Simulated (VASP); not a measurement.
A VASP calculation is set up with these files.

File KPOINTS:
```
Automatic
0
G
15 15 15
```

### INCAR
```
# general
SYSTEM   =  WSi2
PREC     =  Accurate
ENCUT    =  520   # plane-wave cut-off (eV)
LREAL    =  .FALSE.   # projection in real space or not
LASPH    =  .TRUE.

# electronic loop
EDIFF    =  1E-7
NELM     =  100   # most electronic steps
ALGO     =  Normal
LMAXMIX  =  6   # l cut-off of mixed one-centre charges

# smearing
ISMEAR   =  -5   # tetrahedra, Bloechl

# functional
GGA      =  RE   # revPBE

# ions
ISIF     =  2

# output
LWAVE    =  .FALSE.
LCHARG   =  .TRUE.
LORBIT   =  11
NEDOS    =  601

# other
LEFG     =  .TRUE.
```

POSCAR:
```
WSi2
1
   -1.6192256690     1.6192256690     3.9422903819
    1.6192256690    -1.6192256690     3.9422903819
    1.6192256690     1.6192256690    -3.9422903819
Si W
2 1
Direct
  0.6656176939   0.6656176939   1.0000000000
  0.3343823061   0.3343823061   0.0000000000
  0.0000000000   0.0000000000   0.0000000000
```

POTCAR, in this order: Si W_sv (PBE.64 set). Program: vasp_std.

Q: Translate this revPBE calculation to Ansatz.

A: One equivalent input (not run):
Ansatz 0.2 input:
```yaml
crystal:
  lattice:
    - [-1.6192257, 1.6192257, 3.9422904]
    - [1.6192257, -1.6192257, 3.9422904]
    - [1.6192257, 1.6192257, -3.9422904]
  atoms:
    - { symbol: Si, position: [0.6656177, 0.6656177, 1.0000000] }
    - { symbol: Si, position: [0.3343823, 0.3343823, 0.0000000] }
    - { symbol: W, position: [0.0000000, 0.0000000, 0.0000000] }
kpoints:
  mp_grid: { grid: [15, 15, 15] }
hamiltonian:
  xc: revpbe
  pseudopotentials: { kind: paw }
scf:
  occupations: { method: tetrahedron }
  max_iter: 100
output: { forces: true, stress: true, eigenvalues: true }
```
What does not carry over: each code has its own PAW files, so the cut-off isn't converted (ENCUT is set for VASP's; basis.ecutwfc is left out, and Ansatz then takes the one that its files recommend); Ansatz stops its SCF on the density residual and VASP on the energy change (EDIFF); the field gradients of LEFG aren't asked of the other code.

The compound is WSi2 in the MoSi2 type structure. It was relaxed first.
